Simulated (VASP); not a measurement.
Energy against volume of NaI (rock salt). Calculation: TPSS meta-GGA, VASP's PBE PAW potentials (set 64) (plane waves; VASP). Run with 520 eV cut-off, 7×7×7 Γ-centred mesh, Gaussian smearing of 0.050 eV, potentials Na_pv I.

| V (Å³/atom) | E (eV/atom) |
|---|---|
| 32.636 | -8.44864 |
| 33.677 | -8.45357 |
| 34.719 | -8.45505 |
| 35.760 | -8.45365 |

### Question
Fit these four points and predict the energy of the run at 36.802 Å³/atom.

### Answer
A cubic in V^(−2/3), the third-order Birch-Murnaghan form, passes through the four points with V0 = 34.70 Å³/atom and B0 = 15 GPa, and gives -8.4498 eV/atom there. The run gave -8.4498 eV/atom, +0.0 meV/atom from the fit; all five points give B0 = 15 GPa.

The compound is NaI in the rock salt structure. It was relaxed first.
